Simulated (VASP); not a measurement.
Calculation: revTPSS meta-GGA, VASP's PBE PAW potentials (set 64) (plane waves; VASP).

A VASP calculation is set up with these files.

POSCAR:
```
HfB2
1
    1.5613703817    -2.7043730588     0.0000000000
    1.5613703817     2.7043730588    -0.0000000000
   -0.0000000000    -0.0000000000     3.4547709104
Hf B
1 2
Direct
  1.0000000000   0.0000000000   0.0000000000
  0.3333330000   0.6666670000   0.5000000000
  0.6666670000   0.3333330000   0.5000000000
```

**KPOINTS**
```
Regular mesh
0
G
 10 10 8
0 0 0
```

**INCAR**
```
! general
SYSTEM   =  HfB2
PREC     =  Accurate
ENCUT    =  520
LREAL    =  .False.
LASPH    =  .True.

! electronic loop
EDIFF    =  1E-6
NELM     =  100
ALGO     =  Normal
LMAXMIX  =  6
LMIXTAU  =  .True.

! smearing
ISMEAR   =  1
SIGMA    =  0.1

! functional
METAGGA  =  RTPSS

! ions
IBRION   =  2
NSW      =  60
ISIF     =  3
EDIFFG   =  -0.02

! output
LWAVE    =  .False.
LCHARG   =  .False.
```

POTCAR, in this order: Hf_pv B (PBE.64 set). Program: vasp_std.

Output

File OSZICAR:
```
       N       E                     dE             d eps       ncg     rms          rms(c)
DAV:   1     0.119422232851E+03    0.11942E+03   -0.99778E+03  1688   0.159E+03
DAV:   2     0.342340423508E+02   -0.85188E+02   -0.78275E+02  2216   0.386E+02
DAV:   3     0.301844687355E+02   -0.40496E+01   -0.39363E+01  2328   0.659E+01
DAV:   4     0.300774075835E+02   -0.10706E+00   -0.10651E+00  2292   0.116E+01
DAV:   5     0.300739459079E+02   -0.34617E-02   -0.34604E-02  2388   0.161E+00    0.676E+01
DAV:   6     0.813555873585E+01   -0.21938E+02   -0.17452E+01  1680   0.638E+01    0.329E+01
DAV:   7     0.950018370025E+01    0.13646E+01   -0.51806E+00  2124   0.243E+01    0.129E+01
DAV:   8     0.792902380503E+01   -0.15712E+01   -0.72230E-01  1800   0.113E+01    0.106E+01
DAV:   9     0.838492747398E+01    0.45590E+00   -0.18342E-01  2088   0.455E+00    0.206E+00
DAV:  10     0.793205624607E+01   -0.45287E+00   -0.26301E-01  1716   0.703E+00    0.551E-01
DAV:  11     0.784807164464E+01   -0.83985E-01   -0.25027E-02  2064   0.205E+00    0.505E-01
DAV:  12     0.784827014790E+01    0.19850E-03   -0.49560E-04  1940   0.276E-01    0.117E-01
DAV:  13     0.784819060054E+01   -0.79547E-04   -0.60310E-04  1948   0.305E-01    0.174E-01
DAV:  14     0.784777460436E+01   -0.41600E-03   -0.17586E-04  1844   0.174E-01    0.961E-02
DAV:  15     0.784775563853E+01   -0.18966E-04   -0.82811E-06  2060   0.381E-02    0.203E-02
DAV:  16     0.784775162759E+01   -0.40109E-05   -0.94395E-07  1212   0.106E-02    0.530E-03
DAV:  17     0.784775246025E+01    0.83266E-06   -0.17087E-07  1044   0.433E-03
   1 F= 0.78477525E+01 E0= 0.78479376E+01  d E =0.784775E+01
       N       E                     dE             d eps       ncg     rms          rms(c)
DAV:   1     0.784696732503E+01   -0.78430E-03   -0.36469E-02  1788   0.181E+00    0.469E-01
DAV:   2     0.784753434778E+01    0.56702E-03   -0.12741E-03  1976   0.352E-01    0.170E-01
DAV:   3     0.784769138039E+01    0.15703E-03   -0.54477E-04  2028   0.202E-01    0.130E-01
DAV:   4     0.784769635355E+01    0.49732E-05   -0.21544E-05  2048   0.458E-02    0.112E-01
DAV:   5     0.784772230842E+01    0.25955E-04   -0.14484E-05  1912   0.384E-02    0.234E-02
DAV:   6     0.784770266053E+01   -0.19648E-04   -0.66691E-06  2036   0.255E-02    0.942E-03
DAV:   7     0.784770571968E+01    0.30592E-05   -0.13051E-06  1252   0.111E-02    0.411E-03
DAV:   8     0.784770288076E+01   -0.28389E-05   -0.12049E-06  1136   0.111E-02    0.295E-03
DAV:   9     0.784770285350E+01   -0.27258E-07   -0.76888E-08   920   0.290E-03
   2 F= 0.78477029E+01 E0= 0.78478894E+01  d E =-.496067E-04
       N       E                     dE             d eps       ncg     rms          rms(c)
DAV:   1     0.784741181545E+01   -0.29107E-03   -0.76834E-03  1804   0.831E-01    0.214E-01
DAV:   2     0.784753303317E+01    0.12122E-03   -0.26562E-04  1960   0.161E-01    0.783E-02
DAV:   3     0.784756399032E+01    0.30957E-04   -0.11560E-04  2024   0.932E-02    0.600E-02
DAV:   4     0.784756468528E+01    0.69496E-06   -0.44982E-06  2016   0.210E-02
   3 F= 0.78475647E+01 E0= 0.78477509E+01  d E =-.187775E-03
       N       E                     dE             d eps       ncg     rms          rms(c)
DAV:   1     0.784750030065E+01   -0.63690E-04   -0.36004E-03  1804   0.541E-01    0.152E-01
DAV:   2     0.784752630034E+01    0.26000E-04   -0.65948E-05  1956   0.796E-02    0.596E-02
DAV:   3     0.784753929143E+01    0.12991E-04   -0.24635E-05  2040   0.448E-02    0.256E-02
DAV:   4     0.784753850410E+01   -0.78732E-06   -0.22621E-06  1540   0.148E-02
   4 F= 0.78475385E+01 E0= 0.78477248E+01  d E =-.261812E-04
```

OUTCAR:
```
------------------------ aborting loop because EDIFF is reached ----------------------------------------
  FORCE on cell =-STRESS in cart. coord.  units (eV):
  Direction    XX          YY          ZZ          XY          YZ          ZX
  --------------------------------------------------------------------------------------
  Total        0.0031876      0.0031876      0.0153283      0.0000000      0.0000000      0.0000000
  in kB        0.1747897      0.1747898      0.8405118      0.0000000      0.0000000      0.0000000
  external PRESSURE =       0.3966971 kB  Pullay stress =       0.0000000 kB
  volume of cell :       29.22
      direct lattice vectors                 reciprocal lattice vectors
     1.563542645 -2.708135531  0.000000000     0.319786609 -0.184628869  0.000000000
     1.563542645  2.708135531  0.000000000     0.319786609  0.184628869  0.000000000
    -0.000000000  0.000000000  3.450257228    -0.000000000 -0.000000000  0.289833463
 POSITION                                       TOTAL-FORCE (eV/Angst)
 -----------------------------------------------------------------------------------
      1.56354      2.70814      3.45026        -0.000000      0.000000     -0.000000
      1.56354      0.90271      1.72513         0.000000      0.000000     -0.000000
      1.56354     -0.90271      1.72513        -0.000000     -0.000000      0.000000
 -----------------------------------------------------------------------------------
    total drift:                                0.000000      0.000000      0.000000
  FREE ENERGIE OF THE ION-ELECTRON SYSTEM (eV)
  ---------------------------------------------------
  free  energy   TOTEN  =         7.8475385041 eV

  energy  without entropy=        7.8480974478  energy(sigma->0) =        7.84772482

 reached required accuracy - stopping structural energy minimisation
```
(Selected blocks of OUTCAR.)

CONTCAR:
```
HfB2
   1.00000000000000
     1.5635426453916652   -2.7081355308340158    0.0000000000000000
     1.5635426453916652    2.7081355308340158    0.0000000000000000
    -0.0000000000000000    0.0000000000000000    3.4502572275753627
  Hf              B
     1     2
Direct
     0.0000000000000000    1.0000000000000000    1.0000000000000000
     0.3333330000000032    0.6666669999999968    0.5000000000000000
     0.6666669999999968    0.3333330000000032    0.5000000000000000
```

The compound is HfB2 in the AlB2 type structure. This run relaxes it. Symmetry was kept, so distortions that lower it aren't found. The start is the result of an earlier pass.
